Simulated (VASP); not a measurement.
Method: r2SCAN meta-GGA, VASP's PBE PAW potentials (set 64) (plane waves; VASP).

VASP ran on this input.

POSCAR:
```
BiB
1
    3.3048430000     0.0000000000     0.0000000000
    0.0000000000     3.3048430000     0.0000000000
    0.0000000000     0.0000000000     3.3048430000
B Bi
1 1
Direct
  0.0000000000   0.0000000000   0.0000000000
  0.5000000000   0.5000000000   0.5000000000
```

### INCAR
```
# general
SYSTEM  = BiB
PREC    = Accurate
ENCUT   = 520
LREAL   = .False.
LASPH   = .True.

# electronic loop
EDIFF   = 1E-6
NELM    = 100
ALGO    = Normal
LMAXMIX = 4
LMIXTAU = .True.

# smearing
ISMEAR  = 1
SIGMA   = 0.1

# functional
METAGGA = R2SCAN

# ions
IBRION  = 2
NSW     = 60
ISIF    = 3
EDIFFG  = -0.01

# output
LWAVE   = .False.
LCHARG  = .False.
```

File KPOINTS:
```
Regular mesh
0
gamma
 10 10 10
0 0 0
```

POTCAR, in this order: B Bi_d (PBE.64 set). Program: vasp_std.

The resulting files:

File OUTCAR:
```
 ion  position               nearest neighbor table
   1  0.000  0.000  0.000-   2 2.86   2 2.86   2 2.86   2 2.86   2 2.86   2 2.86   2 2.86   2 2.86
  LATTYP: Found a simple cubic cell.
 ALAT       =     3.3048430000
 Subroutine PRICEL returns:
 Original cell was already a primitive cell.
 Subroutine GETGRP returns: Found 48 space group operations
The static configuration has the point symmetry O_h .
The dynamic configuration has the point symmetry O_h .
 Subroutine INISYM returns: Found 48 space group operations
 Subroutine IBZKPT returns following result:
 Found     56 irreducible k-points:

 Following reciprocal coordinates:
            Coordinates               Weight
  0.000000  0.000000  0.000000      1.000000
  0.100000  0.000000  0.000000      6.000000
  0.200000  0.000000  0.000000      6.000000
  0.300000  0.000000  0.000000      6.000000
  0.400000  0.000000  0.000000      6.000000
  0.500000  0.000000  0.000000      3.000000
  0.100000  0.100000  0.000000     12.000000
  0.200000  0.100000  0.000000     24.000000
  0.300000  0.100000  0.000000     24.000000
  0.400000  0.100000  0.000000     24.000000
  0.500000  0.100000  0.000000     12.000000
  0.200000  0.200000  0.000000     12.000000
  0.300000  0.200000  0.000000     24.000000
  0.400000  0.200000  0.000000     24.000000
  0.500000  0.200000  0.000000     12.000000
  0.300000  0.300000  0.000000     12.000000
  0.400000  0.300000  0.000000     24.000000
  0.500000  0.300000  0.000000     12.000000
  0.400000  0.400000  0.000000     12.000000
  0.500000  0.400000  0.000000     12.000000
  0.500000  0.500000  0.000000      3.000000
  0.100000  0.100000  0.100000      8.000000
  0.200000  0.100000  0.100000     24.000000
  0.300000  0.100000  0.100000     24.000000
  0.400000  0.100000  0.100000     24.000000
...
```

OSZICAR:
```
       N       E                     dE             d eps       ncg     rms          rms(c)
DAV:   1     0.702012246274E+02    0.70201E+02   -0.10513E+04  1456   0.174E+03
DAV:   2    -0.585577916552E+02   -0.12876E+03   -0.12618E+03  1566   0.391E+02
DAV:   3    -0.663421270005E+02   -0.77843E+01   -0.75914E+01  1836   0.961E+01
DAV:   4    -0.665336517494E+02   -0.19152E+00   -0.19140E+00  1732   0.159E+01
DAV:   5    -0.665394096985E+02   -0.57579E-02   -0.57577E-02  1861   0.245E+00    0.171E+00
DAV:   6    -0.622774006206E+02    0.42620E+01   -0.15810E+00  1731   0.240E+01    0.107E+00
DAV:   7    -0.623738727438E+02   -0.96472E-01   -0.42405E-01  1506   0.783E+00    0.456E-01
DAV:   8    -0.623403979890E+02    0.33475E-01   -0.24219E-01  1481   0.475E+00    0.274E-01
DAV:   9    -0.623965740504E+02   -0.56176E-01   -0.36507E-02  1466   0.199E+00    0.166E-01
DAV:  10    -0.623954031968E+02    0.11709E-02   -0.24650E-02  1521   0.177E+00    0.111E-01
DAV:  11    -0.623980554033E+02   -0.26522E-02   -0.63131E-03  1501   0.796E-01    0.376E-02
DAV:  12    -0.623981315531E+02   -0.76150E-04   -0.44708E-04  1561   0.303E-01    0.147E-02
DAV:  13    -0.623981964310E+02   -0.64878E-04   -0.16418E-04  1551   0.169E-01    0.691E-03
DAV:  14    -0.623981942134E+02    0.22176E-05   -0.76047E-06  1696   0.362E-02    0.341E-03
DAV:  15    -0.623981943613E+02   -0.14785E-06   -0.67128E-07   813   0.115E-02
   1 F= -.62398194E+02 E0= -.62398104E+02  d E =-.623982E+02
       N       E                     dE             d eps       ncg     rms          rms(c)
DAV:   1    -0.628677658194E+02   -0.46957E+00   -0.14531E+01  1731   0.758E+01    0.358E+00
DAV:   2    -0.624763362009E+02    0.39143E+00   -0.76709E-01  1766   0.167E+01    0.154E+00
DAV:   3    -0.624009771780E+02    0.75359E-01   -0.39601E-01  2188   0.109E+01    0.193E-01
DAV:   4    -0.624056822756E+02   -0.47051E-02   -0.38923E-02  1509   0.207E+00    0.120E-01
DAV:   5    -0.624098183463E+02   -0.41361E-02   -0.79027E-03  1491   0.932E-01    0.746E-02
DAV:   6    -0.624056878252E+02    0.41305E-02   -0.11333E-02  1516   0.111E+00    0.984E-02
DAV:   7    -0.624108056181E+02   -0.51178E-02   -0.17888E-03  1476   0.467E-01    0.421E-02
DAV:   8    -0.624111136451E+02   -0.30803E-03   -0.30643E-04  1604   0.214E-01    0.117E-02
DAV:   9    -0.624112330878E+02   -0.11944E-03   -0.13264E-04  1556   0.143E-01    0.484E-03
DAV:  10    -0.624112194291E+02    0.13659E-04   -0.28518E-05  1481   0.735E-02    0.392E-03
DAV:  11    -0.624112345225E+02   -0.15093E-04   -0.10408E-05  1456   0.470E-02    0.960E-04
DAV:  12    -0.624112359020E+02   -0.13795E-05   -0.79668E-07   878   0.117E-02    0.288E-04
DAV:  13    -0.624112360000E+02   -0.97990E-07   -0.98539E-08   728   0.433E-03
   2 F= -.62411236E+02 E0= -.62410959E+02  d E =-.130416E-01
       N       E                     dE             d eps       ncg     rms          rms(c)
DAV:   1    -0.624395481709E+02   -0.28312E-01   -0.79580E-01  1731   0.164E+01    0.875E-01
DAV:   2    -0.624161044292E+02    0.23444E-01   -0.45792E-02  1761   0.412E+00    0.367E-01
DAV:   3    -0.624121139527E+02    0.39905E-02   -0.20276E-02  2193   0.253E+00    0.409E-02
DAV:   4    -0.624122479499E+02   -0.13400E-03   -0.21350E-03  1501   0.452E-01    0.283E-02
DAV:   5    -0.624125518338E+02   -0.30388E-03   -0.46406E-04  1491   0.225E-01    0.173E-02
DAV:   6    -0.624123546767E+02    0.19716E-03   -0.51080E-04  1516   0.232E-01    0.209E-02
DAV:   7    -0.624125988280E+02   -0.24415E-03   -0.88221E-05  1481   0.102E-01    0.883E-03
DAV:   8    -0.624126129330E+02   -0.14105E-04   -0.12700E-05  1597   0.376E-02    0.293E-03
DAV:   9    -0.624126161787E+02   -0.32457E-05   -0.77106E-06  1551   0.351E-02    0.115E-03
DAV:  10    -0.624126156078E+02    0.57085E-06   -0.18821E-06  1107   0.184E-02
   3 F= -.62412616E+02 E0= -.62412387E+02  d E =-.144212E-01
```

### OUTCAR
```
------------------------ aborting loop because EDIFF is reached ----------------------------------------
  FORCE on cell =-STRESS in cart. coord.  units (eV):
  Direction    XX          YY          ZZ          XY          YZ          ZX
  --------------------------------------------------------------------------------------
  Total       -0.0037528     -0.0037528     -0.0037528      0.0000000      0.0000000     -0.0000000
  in kB       -0.1600561     -0.1600561     -0.1600561      0.0000000      0.0000000     -0.0000000
  external PRESSURE =      -0.1600561 kB  Pullay stress =       0.0000000 kB
  volume of cell :       37.57
      direct lattice vectors                 reciprocal lattice vectors
     3.349129268  0.000000000  0.000000000     0.298585071 -0.000000000  0.000000000
     0.000000000  3.349129268  0.000000000    -0.000000000  0.298585071  0.000000000
    -0.000000000 -0.000000000  3.349129268    -0.000000000 -0.000000000  0.298585071
 POSITION                                       TOTAL-FORCE (eV/Angst)
 -----------------------------------------------------------------------------------
      0.00000      0.00000      0.00000         0.000000      0.000000     -0.000000
      1.67456      1.67456      1.67456        -0.000000     -0.000000      0.000000
 -----------------------------------------------------------------------------------
    total drift:                                0.000000      0.000000      0.000000
  FREE ENERGIE OF THE ION-ELECTRON SYSTEM (eV)
  ---------------------------------------------------
  free  energy   TOTEN  =       -62.4126156078 eV

  energy  without entropy=      -62.4119299240  energy(sigma->0) =      -62.41238705

 reached required accuracy - stopping structural energy minimisation
```
(Selected blocks of OUTCAR.)

### CONTCAR
```
BiB
   1.00000000000000
     3.3491292684185998    0.0000000000000000    0.0000000000000000
     0.0000000000000000    3.3491292684185998    0.0000000000000000
    -0.0000000000000000   -0.0000000000000000    3.3491292684185998
  B               Bi
     1     1
Direct
     0.0000000000000000    0.0000000000000000    0.0000000000000000
     0.5000000000000000    0.5000000000000000    0.5000000000000000
```

Energy and stress use the plane-wave basis of the starting cell.

The structure was generated: BiB was put into the CsCl type (Pm-3m), which need not be its known phase. This run relaxes it. Symmetry was kept, so distortions that lower it aren't found. VASP warned that the highest band is occupied, so more bands are needed.
